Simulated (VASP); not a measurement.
An input for Quantum ESPRESSO's pw.x (written as the equivalent of a VASP run, and not itself run):

```
&CONTROL
  calculation = 'vc-relax'
  pseudo_dir = './pseudo'
  outdir = './out'
  tprnfor = .true.
  tstress = .true.
  nstep = 40
  forc_conv_thr = 0.00078
/
&SYSTEM
  ibrav = 0
  nat = 2
  ntyp = 2
  ecutwfc = 102
  occupations = 'smearing'
  smearing = 'gaussian'
  degauss = 0.003675
  input_dft = 'pz'
/
&ELECTRONS
  conv_thr = 7.3e-08
  electron_maxstep = 100
/
&IONS
/
&CELL
  press = 100
/
ATOMIC_SPECIES
  Cd 112.414 Cd.upf
  Te 127.600 Te.upf
CELL_PARAMETERS angstrom
     0.0000000    3.0525855    3.0525855
     3.0525855    0.0000000    3.0525855
     3.0525855    3.0525855   -0.0000000
ATOMIC_POSITIONS crystal
  Cd   0.0000000  0.0000000  0.0000000
  Te   0.2500000  0.2500000  0.2500000
K_POINTS automatic
  8 8 8 0 0 0
```

**Question.** Write the VASP files for the same calculation (LDA).

**Answer.** This is not unique; one that fits is 
**KPOINTS**
```
Automatic
0
gamma
8 8 8
0 0 0
```

**POSCAR**
```
CdTe
1
    0.0000000000     3.0525854603     3.0525854603
    3.0525854603     0.0000000000     3.0525854603
    3.0525854603     3.0525854603    -0.0000000000
Cd Te
1 1
Direct
  0.0000000000   0.0000000000   0.0000000000
  0.2500000000   0.2500000000   0.2500000000
```

INCAR:
```
LREAL = .FALSE.
ISIF = 3
SYSTEM = CdTe
LASPH = .TRUE.
EDIFFG = -0.02   # ionic stop
PSTRESS = 100
ENCUT = 500
SIGMA = 0.05
LCHARG = .FALSE.
NELM = 100
ISMEAR = 0
EDIFF = 1E-6   # SCF stop (eV)
IBRION = 2   # conjugate gradients
NSW = 40   # most ionic steps
LMAXMIX = 4   # l cut-off of mixed one-centre charges
ALGO = Normal   # blocked Davidson
PREC = Accurate
LWAVE = .FALSE.
```

POTCAR, in this order: Cd Te (LDA.64 set). Program: vasp_std.

The two are equivalent in intent, not identical: the potentials are each code's own (VASP's PAW set, PseudoDojo norm-conserving files in pw.x), so ENCUT and ecutwfc are chosen apart and not converted; conv_thr bounds pw.x's estimated SCF error, while EDIFF bounds the energy change between steps; forc_conv_thr acts on force components and is met together with etot_conv_thr.

The compound is CdTe in the zinc blende structure. It was relaxed first under an external pressure of 10 GPa.
